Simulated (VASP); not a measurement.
Output of a VASP run:

**OSZICAR**
```
       N       E                     dE             d eps       ncg     rms          rms(c)
DAV:   1     0.660146690872E+02    0.66015E+02   -0.88585E+03  2470   0.153E+03
DAV:   2    -0.219247528290E+02   -0.87939E+02   -0.83983E+02  2645   0.277E+02
DAV:   3    -0.276298522649E+02   -0.57051E+01   -0.56744E+01  3060   0.720E+01
DAV:   4    -0.276817475640E+02   -0.51895E-01   -0.51881E-01  2645   0.738E+00
DAV:   5    -0.276819992575E+02   -0.25169E-03   -0.25169E-03  2990   0.481E-01    0.530E+00
DAV:   6    -0.248687520386E+02    0.28132E+01   -0.18423E+00  2885   0.421E+01    0.501E+00
DAV:   7    -0.248212326276E+02    0.47519E-01   -0.48589E-01  2470   0.140E+01    0.223E+00
DAV:   8    -0.248634942414E+02   -0.42262E-01   -0.16578E-01  2550   0.450E+00    0.603E-01
DAV:   9    -0.248368840013E+02    0.26610E-01   -0.15932E-01  2470   0.386E+00    0.236E-01
DAV:  10    -0.249033746084E+02   -0.66491E-01   -0.52942E-02  2470   0.222E+00    0.964E-02
DAV:  11    -0.249047085803E+02   -0.13340E-02   -0.15556E-03  2895   0.490E-01    0.613E-02
DAV:  12    -0.249041773971E+02    0.53118E-03   -0.35083E-04  2550   0.270E-01    0.239E-02
DAV:  13    -0.249047023324E+02   -0.52494E-03   -0.42213E-04  2530   0.238E-01    0.975E-03
DAV:  14    -0.249047246478E+02   -0.22315E-04   -0.32633E-05  2585   0.597E-02    0.399E-03
DAV:  15    -0.249047302306E+02   -0.55827E-05   -0.46050E-06  3530   0.450E-02    0.261E-03
DAV:  16    -0.249047322514E+02   -0.20208E-05   -0.11827E-06  2520   0.156E-02    0.212E-03
DAV:  17    -0.249047324572E+02   -0.20577E-06   -0.31176E-07  2585   0.906E-03    0.641E-04
DAV:  18    -0.249047322934E+02    0.16377E-06   -0.87789E-08  1750   0.637E-03    0.260E-04
DAV:  19    -0.249047322821E+02    0.11290E-07   -0.19529E-08  1305   0.144E-03
   1 F= -.24904732E+02 E0= -.24904732E+02  d E =-.519560E-17
```

File OUTCAR:
```
------------------------ aborting loop because EDIFF is reached ----------------------------------------
  FORCE on cell =-STRESS in cart. coord.  units (eV):
  Direction    XX          YY          ZZ          XY          YZ          ZX
  --------------------------------------------------------------------------------------
  Total        0.1219031      0.1061417      0.1219031      0.0000000      0.0000000      0.3408945
  in kB        4.3151917      3.7572605      4.3151917      0.0000000      0.0000000     12.0671661
  external PRESSURE =       4.1292146 kB  Pullay stress =       0.0000000 kB
  volume of cell :       45.26
      direct lattice vectors                 reciprocal lattice vectors
    -0.028286524  2.828652383  2.828652383    -0.175012493  0.176762618  0.175012493
     2.800365859  0.000000000  2.800365859     0.178548099 -0.176762618  0.178548099
     2.828652383  2.828652383 -0.028286524     0.175012493  0.176762618 -0.175012493
  FREE ENERGIE OF THE ION-ELECTRON SYSTEM (eV)
  ---------------------------------------------------
  free  energy   TOTEN  =       -24.9047322821 eV

  energy  without entropy=      -24.9047322821  energy(sigma->0) =      -24.90473228
```
(Selected blocks of OUTCAR.)

**POSCAR**
```
ZnSe
1
   -0.0282865238     2.8286523830     2.8286523830
    2.8003658591     0.0000000000     2.8003658591
    2.8286523830     2.8286523830    -0.0282865238
Zn Se
1 1
Direct
  0.0000000000   0.0000000000   0.0000000000
  0.2500000000   0.2500000000   0.2500000000
```

### Question
Reconstruct the remaining input files.

### Answer
This is not unique; one that fits is the input of the run itself, r2SCAN meta-GGA, plane waves, VASP's PBE PAW potentials (set 64).

**INCAR**
```
SYSTEM  =  ZnSe
PREC  =  Accurate; ENCUT  =  480; LREAL  =  .FALSE.
LASPH  =  .TRUE.
EDIFF  =  1E-7; NELM  =  100; ALGO  =  Normal
LMAXMIX  =  4; LMIXTAU  =  .TRUE.
ISMEAR  =  0; SIGMA  =  0.05
METAGGA  =  R2SCAN
ISIF  =  2
LWAVE  =  .FALSE.; LCHARG  =  .FALSE.
```

**KPOINTS**
```
Automatic mesh
0
Gamma
8 8 8
0 0 0
```

POTCAR, in this order: Zn Se (PBE.64 set). Program: vasp_std.

The compound is ZnSe in the zinc blende structure. This cell was strained or had an atom moved on purpose.
